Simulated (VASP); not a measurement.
A run of VASP 6.6.1 is set up as follows.

The input INCAR:

```
SYSTEM = PtSe2
PREC = Accurate
ENCUT = 300
EDIFF = 1E-6
ISMEAR = 0
SIGMA = 0.03
LREAL = .FALSE.
LASPH = .TRUE.
NELM = 80
ALGO = Normal
ISIF = 3
LWAVE = .FALSE.
LCHARG = .FALSE.
GGA = PE
IBRION = 2
NSW = 90
EDIFFG = -0.01
```

File KPOINTS:

```
regular mesh
0
G
  5 5 3
  0 0 0
```

POSCAR

```
PtSe2
1.0
    3.7240000000      0.0000000000      0.0000000000
   -1.8620000000      3.2250786037      0.0000000000
    0.0000000000      0.0000000000      5.0620000000
Pt Se
1 2
Direct
    0.0000000000      0.0000000000      0.0000000000
    0.3333333333      0.6666666667      0.2500000000
    0.6666666667      0.3333333333      0.7500000000
```

Potentials or basis: VASP PAW PBE potentials, release 64 (Pt, Se).

Run with:

```bash
$ cat potpaw_PBE.64/Pt/POTCAR potpaw_PBE.64/Se/POTCAR > POTCAR
$ mpirun -np 1 vasp_std > vasp.out
```

(1) What does it give for the relaxed volume?

(2) What does it give for the space group after relaxing (to 0.05 Å)?

(3) Predict the relaxed cell.

## Answers

(1) 22.51 Å³/atom.

(2) P-3m1 (No. 164).

(3) a = 3.780 Å, b = 3.780 Å, c = 5.457 Å, α = 90.00°, β = 90.00°, γ = 120.00°.

Caveat: this functional lacks dispersion, which binds the layers, so the pressure and a relaxed spacing across them are unreliable; the volume moved by +11 % from the deposited cell, more than functionals usually miss.
